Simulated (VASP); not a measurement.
Runs of VASP 6.6.1 on Pd. It takes space group Fm-3m (No. 225, cubic). The conventional cell has a = 3.917 Å, b = 3.917 Å, c = 3.917 Å, α = 90.00°, β = 90.00°, γ = 90.00°. Pd (site symmetry m-3m) has 12 Pd at 2.77 Å as nearest neighbours. 

| task | level | potentials or basis | cell | k mesh | cutoff (eV) | mesh quality | gap on the mesh (eV) | pressure (GPa) | relaxed volume (Å³/atom) |
| --- | --- | --- | --- | --- | --- | --- | --- | --- | --- |
| single point | PBEsol | VASP PAW PBE potentials, release 64 (Pd) | as given | 18 × 18 × 18 | 520 | not flagged | none | -6.4 | - |
| relaxation of cell and atoms | PBEsol | VASP PAW PBE potentials, release 64 (Pd) | relaxed | 18 × 18 × 18 | 300 | not flagged | none | 0.1 | 14.49 |
| relaxation of cell and atoms | PBEsol | VASP PAW PBE potentials, release 64 (Pd) | relaxed | 6 × 6 × 6 | 600 | coarse | none | 0.0 | (a) |
| relaxation of cell and atoms | LDA | VASP PAW LDA potentials, release 64 (Pd) | relaxed | 18 × 18 × 18 | 600 | not flagged | none | 0.0 | 14.16 |
| relaxation of cell and atoms | PBEsol | VASP PAW PBE potentials, release 64 (Pd) | relaxed | 18 × 18 × 18 | 480 | not flagged | none | 0.0 | 14.52 |
| relaxation of cell and atoms | RPBE | VASP PAW PBE potentials, release 64 (Pd) | relaxed | 18 × 18 × 18 | 600 | not flagged | none | 0.0 | (b) |
| relaxation of cell and atoms | PBEsol | VASP PAW PBE potentials, release 64 (Pd) | relaxed | 18 × 18 × 18 | 600 | not flagged | none | 0.0 | 14.52 |
| relaxation of cell and atoms | PBEsol | VASP PAW PBE potentials, release 64 (Pd) | relaxed | 18 × 18 × 18 | 580 | not flagged | none | 0.0 | 14.52 |

Alike in all rows: no spin polarisation; smearing gaussian 0.1 eV.

**Question.** Fill in the values left out.

**Answer.** (a) 14.43; (b) 15.72.

Caveats: some runs use coarse meshes; the PAW data sets were made with another functional, which shifts forces and pressure a little (some runs); the cutoff is under 1.25 times the usual one of these potentials, so pressure, stress and relaxed cells hold a basis-set (Pulay) error (some runs).

A k mesh can miss the band edges, and the runs leave out spin-orbit coupling on Pd.

A gap of «none» marks a metal or a gap under the smearing width.

Runs at the PBE level aren't shown here.
